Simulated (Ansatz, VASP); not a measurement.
# As (arsenene, 3 layers) in two plane-wave programs

Aim: how closely do two programs agree when they are given the same cell, functional and k mesh? The structure shown is the start of the Ansatz relaxation below; VASP solves that cell, so the two are compared at the walk's first step.

Calculated with Ansatz 0.2.0; plane waves, with VASP 6.6.1 beside it; single point at PBE with D3(BJ).

**1. Starting point**

The cell holds 6 atoms: 6 As. Its edges and angles: a = 3.610 Å, b = 3.610 Å, c = 51.400 Å, α = 90.0°, β = 90.0°, γ = 120.0°. Vacuum lies along c.

**2. Ansatz: relaxation, PBE with D3(BJ)**

Ansatz runs on its default PAW (the set named soft_2) files.

The two programs are compared at the cell with which this relaxation starts, whose forces are those of its first step.

input.yaml reads:

```yaml
crystal:
  lattice:
    - [3.61, 0.0, 0.0]
    - [-1.805, 3.1263517077, 0.0]
    - [0.0, 0.0, 51.3999999983]
  atoms:
    - { symbol: As, position: [0.6666666667, 0.3333333333, 0.4007782101] }
    - { symbol: As, position: [0.3333333333, 0.6666666667, 0.4280155642] }
    - { symbol: As, position: [0.0, 0.0, 0.486381323] }
    - { symbol: As, position: [0.6666666667, 0.3333333333, 0.513618677] }
    - { symbol: As, position: [0.3333333333, 0.6666666667, 0.5719844358] }
    - { symbol: As, position: [0.0, 0.0, 0.5992217899] }
  periodic: [true, true, false]
kpoints:
  mp_grid: { grid: [12, 12, 1] }
hamiltonian:
  xc: pbe
  dispersion: d3bj
scf:
  occupations: { method: fermi_dirac, width: 0.1 }
  convergence: { dr2_threshold: 1.0e-09 }
relax:
  f_tol: 0.01
  max_steps: 60
  cell: {}
output:
  write_potential: true
  write_density: true
  volumetric_format: npy
```

Launch:

```
$ ansatz run input.yaml --threads 4 --pin off --max-ram 6144MiB --backend cpu --events-out ev --progress --plain --runs-dir out
```

Numbers of over 12 decimals in the logs are rounded to 6 here.

What it wrote:

```text
Warning: relax.cell: scf.convergence.dr2_threshold = 1e-9 eV is looser than the 1.47044407391e-10 eV advised for a relaxation that steers and ends on the stress (1e-10 eV for each atom of the cell: 6, times the square of relax.cell.stress_2d_tol = 0.05 N/m over 20.2 Å (the atoms' height at the walk's start and 5 Å past either face), 2.475e-2 GPa, over a crystal's default 0.05). What an SCF threshold leaves in a stress goes as its square root, and in the free energy as the threshold itself, and one threshold admits the most on a small cell: [figures from the program's tests cut] Set scf.convergence.dr2_threshold to 1.47044407391e-10 eV or tighter. [rest of the remark cut]
Engine: ansatz 0.2.0, aarch64-unknown-linux-gnu
Pseudopotentials: kind: paw
Pseudopotential: As, paw, valence charge 15, recommended cutoff 420 eV (normal), As.paw.azcp
Functional definition: PBE
  parameter kappa = 0.804
  parameter beta = 0.066725
  exchange = pbe_x(kappa = kappa, mu = beta*pi^2/3)
  correlation = pbe_c(beta = beta)
Crystal: 6 atoms, lattice volume = 580.107 Å³
Basis set: ecut = 420 eV, 11223 PW (Γ), exchange–correlation on 50×50×720 points (8 copies of the dense FFT grid, shifted against one another)
Bands: 54, of which v1, the nominal top of the filled ones, is band 45 counted from 1 (44 counted from 0)
Symmetry: 12 space group operations
Space group: P-3m1 (ITA 164), of the structure as read, at distance tolerance 8.3e-5 Å
k-points: 19 of 144
Non-local potential: As, projectors of the file, l = 0: 2, l = 1: 2, l = 2: 3, l = 3: 1
PAW form: soft (Blöchl's): semilocal exchange-correlation on the pseudo side does not see the compensation charge
PAW one-centre angular grid: As, 590 points (default); XC on 64 Gauss nodes
Initial density: superposition of atomic densities (neutral atoms: chi_scale 0, normalization atom), corrected by the library's trained network
Initial wavefunctions: pseudopotential atomic-orbital guess
Functional: x = pbe(κ = 0.804, μ = 0.219515), c = pbe(β = 0.066725)
SCF iter   1: F=—  HF=-29138.551543 eV  |F-HF|=—  |Δ(HF+E_count)|=         —  Δρ=8.23e-4  dr2=8.31e-3  ethr=1.77e-3  ⟨swp⟩=11.4  Hψ=4856  notcnv=0
preconditioner: auto → LDOS  [metal: Δε(μ)=0.193 eV  Ē_g=8.789 eV  σ=0.100 eV  W_gap=0.45  n_scr=32 (ndim 8)  ℏωp=8.4 eV  f_vac=0.729  D(μ)=0.61/eV (n_scr^D=6)  β→1.0]
SCF iter   2: F=—  HF=-29138.550218 eV  |F-HF|=—  |Δ(HF+E_count)|=   1.32e-3  Δρ=5.39e-4  dr2=1.32e-2  ethr=9.23e-6  ⟨swp⟩=3.9  Hψ=2470  notcnv=0  defer=1
SCF iter   3: F=—  HF=-29138.549271 eV  |F-HF|=—  |Δ(HF+E_count)|=   9.47e-4  Δρ=4.58e-4  dr2=9.68e-3  ethr=9.23e-6  ⟨swp⟩=2.8  Hψ=1987  notcnv=0  defer=1
SCF iter   4: F=—  HF=-29138.548290 eV  |F-HF|=—  |Δ(HF+E_count)|=   9.81e-4  Δρ=1.38e-4  dr2=7.18e-4  ethr=9.23e-6  ⟨swp⟩=2.0  Hψ=1201  notcnv=0  defer=1
SCF iter   5: F=—  HF=-29138.548126 eV  |F-HF|=—  |Δ(HF+E_count)|=   1.64e-4  Δρ=3.78e-5  dr2=6.17e-5  ethr=7.98e-7  ⟨swp⟩=3.3  Hψ=2198  notcnv=0  defer=1
SCF iter   6: F=—  HF=-29138.548136 eV  |F-HF|=—  |Δ(HF+E_count)|=   9.86e-6  Δρ=6.27e-6  dr2=1.05e-6  ethr=6.86e-8  ⟨swp⟩=2.3  Hψ=1253  notcnv=0  defer=1
SCF iter   7: F=—  HF=-29138.548143 eV  |F-HF|=—  |Δ(HF+E_count)|=   7.04e-6  Δρ=9.96e-7  dr2=6.60e-9  ethr=1.17e-9  ⟨swp⟩=3.1  Hψ=2061  notcnv=0  defer=1
SCF iter   8: F=-29138.548143 eV  HF=-29138.548143 eV  |F-HF|=2.76e-9  |Δ(HF+E_count)|=   3.37e-9  Δρ=3.70e-7  dr2=7.77e-10  ethr=1.11e-12  ⟨swp⟩=11.8  Hψ=7697  notcnv=0
SCF 1 converged in 8 iterations: F = -29138.548143 eV  dr2 = 7.77e-10
  greatest PAW one-centre occupation: 0.999 electrons in one spin orbital (limit 2), on the As atom at site 3 (counted from 0), in its partial waves of l = 2
relax step   1: F+E_penalty+E_count = -29138.54814330 eV  Δ(F+E_penalty+E_count) = +0.000e0 eV  max|allowed force component| = 2.851e-1 eV/Å  Δτ_max = 0.0000 Å  P = -0.760 N/m  Ω = 580.107 Å³  fix = [c, alpha, beta]  reactions: c +0.000 N/m  (8 SCF iters, accepted)
Crystal: 6 atoms, lattice volume = 583.183 Å³
Basis set: ecut = 420 eV, 11259 PW (Γ), exchange–correlation on 50×50×720 points (8 copies of the dense FFT grid, shifted against one another)
Initial density: handed on by an earlier stage of this run
Initial wavefunctions: those handed on with the density
iter 1 solved again at ethr=7.73e-5 eV; its pass at ethr=3.10e-3 eV (dr2=6.95e-2 eV) is discarded
[...]
eigensolver tolerance schedule: the retry pair's looser diagonalisation over-reported the residual by 864.77 of it (diagonalisation noise at 0.12 of the residual, at the tolerance the schedule requests for it); recorded, not acted on — ethr = c·dr2/N_el stays at c = 1.0e-1
preconditioner: auto → LDOS  [metal: Δε(μ)=0.109 eV  Ē_g=9.120 eV  σ=0.100 eV  W_gap=0.25  n_scr=62 (ndim 8)  ℏωp=8.2 eV  f_vac=0.764  D(μ)=0.85/eV (n_scr^D=8)  β→1.0]
SCF iter   2: F=—  HF=-29138.739245 eV  |F-HF|=—  |Δ(HF+E_count)|=   1.62e-4  Δρ=5.42e-6  dr2=1.31e-7  ethr=4.58e-10  ⟨swp⟩=4.1  Hψ=2885  notcnv=0
SCF iter   3: F=—  HF=-29138.739241 eV  |F-HF|=—  |Δ(HF+E_count)|=   3.82e-6  Δρ=1.98e-6  dr2=8.23e-9  ethr=1.46e-10  ⟨swp⟩=3.0  Hψ=2209  notcnv=0
SCF iter   4: F=—  HF=-29138.739244 eV  |F-HF|=—  |Δ(HF+E_count)|=   2.94e-6  Δρ=3.61e-7  dr2=1.44e-9  ethr=9.15e-12  ⟨swp⟩=3.3  Hψ=2307  notcnv=0
SCF iter   5: F=—  HF=-29138.739245 eV  |F-HF|=—  |Δ(HF+E_count)|=   1.95e-7  Δρ=1.92e-7  dr2=1.98e-9  ethr=1.11e-12  ⟨swp⟩=16.7  Hψ=7645  notcnv=0
SCF iter   6: F=-29138.739245 eV  HF=-29138.739245 eV  |F-HF|=1.05e-9  |Δ(HF+E_count)|=   6.67e-9  Δρ=4.02e-8  dr2=7.36e-11  ethr=1.11e-12  ⟨swp⟩=7.0  Hψ=5424  notcnv=0
SCF 10 converged in 6 iterations: F = -29138.739245 eV  dr2 = 7.36e-11
relax step  10: F+E_penalty+E_count = -29138.73924452 eV  Δ(F+E_penalty+E_count) = -1.033e-3 eV  max|allowed force component| = 4.332e-3 eV/Å  Δτ_max = 0.0000 Å  P = +0.027 N/m  Ω = 608.234 Å³  fix = [c, alpha, beta]  reactions: c +0.000 N/m  stress off target by 2.69e-2 N/m on what of the cell is left free  SCF on the basis re-selected at this cell (its energy is not comparable with the rows above)  (6 SCF iters)
basis re-selected at this cell: Δ(F+E_penalty+E_count) = -1.033e-3 eV, ΔP = +0.011 N/m vs the last step (what re-selecting the basis moved, of the pressure what is left beyond the Pulay correction that the steps carried, after the strain that the cell walked since its last selection, with what the two solves' SCF thresholds leave and, on support functions, any second-order correction that the steps lacked; it is no m [...]
WARN: The output density's exchange-correlation potential varies sharply where the density is thin. Do not read a vacuum level from v_tot or v_xc, or from such a field of the output density. On a cell that repeats whose density bears no net charge and no dipole along the vacuum's axis use v_es (v_loc + v_h of the components); under efield.dipole_correction with no amplitude use v_es + v_field, which holds any externa [...]
SCF converged after 6 iterations
Free energy (F): -29138.739245 eV
Harris-Foulkes:  -29138.739245 eV  (|F-HF|=1.05e-9)
Internal energy: -29138.711910 eV  (E = F + TS)
E sigma→0 (E₀):  -29138.725577 eV
Entropy (-TS):   -0.027335 eV (-4.556 meV/atom)
Fermi energy:    -4.233826 eV
--- Per-component energies (eV) ---
  E_band       = -2755.800497
  E_kinetic    = 614.954988
  E_local      = -591661.582170  (includes V_loc(G=0)·N_el)
  E_nonlocal   = -4024.225932
  E_hartree    = 295695.944675
  E_xc         = -475.116102
  E_vxc        = -474.807421  (∫ρ·V_xc dr)
  E_paw        = -11007.517713  (= ΣΔE_a)
  E_vpaw       = 1397.973796  (= ΣTr[D̂ρ^β])
  E_aug_tail   = 0.000044  (compensation charges beyond the density's cutoff)
  E_ewald      = 281720.886217
  E_disp       = -2.055917  (pairwise vdW)
  E_smearing   = -0.027335  (= −TS)
  E_closure    = -0.000000  (closes the sum)
  Σ components = -29138.739245   (vs F -29138.739245, Δ=0.00e0)
--- Forces (eV/Å), atoms counted from 1 ---
  atom   1  As     0.00000000    -0.00000000     0.00433215
  atom   2  As     0.00000000    -0.00000000     0.00044938
  atom   3  As     0.00000000     0.00000000     0.00400405
  atom   4  As     0.00000000    -0.00000000    -0.00400405
  atom   5  As    -0.00000000     0.00000000    -0.00044938
  atom   6  As    -0.00000000     0.00000000    -0.00433215
  max |Σ_I F_I| component: 5.20e-18 eV/Å
--- 2D stress c σ (N/m, compression-positive) ---
        0.026946       0.000000       0.000000
       -0.000000       0.026946      -0.000000
        0.000000      -0.000000       0.000000
  P = ½ c Tr σ = 0.0269 N/m
--- Band table (eV; the first three rows and the last of 19) ---
  k-point 0: bands = [... 41 lower, -5.7758, -5.7758, -5.4147, -4.4030, -4.2407, -3.1223, -3.1223, -2.3003, ... 5 higher]
  k-point 1: bands = [... 41 lower, -6.0354, -5.8505, -4.9246, -4.1245, -3.6826, -3.1164, -2.9285, -2.7774, ... 5 higher]
  k-point 2: bands = [... 41 lower, -6.3234, -6.1449, -5.3486, -4.6126, -3.6059, -2.6279, -2.5702, -2.3546, ... 5 higher]
  k-point 18: bands = [... 41 lower, -8.1107, -6.9384, -6.9384, -6.8935, -3.1072, -3.1072, -2.7472, -1.2237, ... 5 higher]
  the weakly bound empty levels are not read free of the cell's end (no_gap_told)
--- Relaxed structure (9 steps of the walk, 7 accepted, 1 SCFs on fresh bases) ---
  F+E_penalty+E_count = -29138.73924452 eV   max|allowed force component| = 4.332e-3 eV/Å   (the final SCF, on the basis selected at the relaxed cell)
  cell:  # Å, volume = 608.2342 Å³
    - [3.696481, 0.0, 0]
    - [-1.848241, 3.201247, 0]
    - [0, 0, 51.3999999983]
  atoms:
    - { symbol: As, position: [0.666667, 0.333333, 0.417970] }
    - { symbol: As, position: [0.333333, 0.666667, 0.443964] }
    - { symbol: As, position: [0, 0, 0.487199] }
    - { symbol: As, position: [0.666667, 0.333333, 0.512801] }
    - { symbol: As, position: [0.333333, 0.666667, 0.556036] }
    - { symbol: As, position: [0, 0, 0.582030] }
```

[end of part 1 of 2]

[Lines on the potential files, build, host, timing and source positions are cut from VASP's logs without a mark.]

[Logs are printed without paths, hosts, clocks, repeated set-up lines and the standing remarks that a program may print on its own settings, such as how far it seeks lower states.]

[Hosts, paths, dates, database ids (printed as entryN), source tags and the programs' standing remarks are cut or masked in the printed files.]
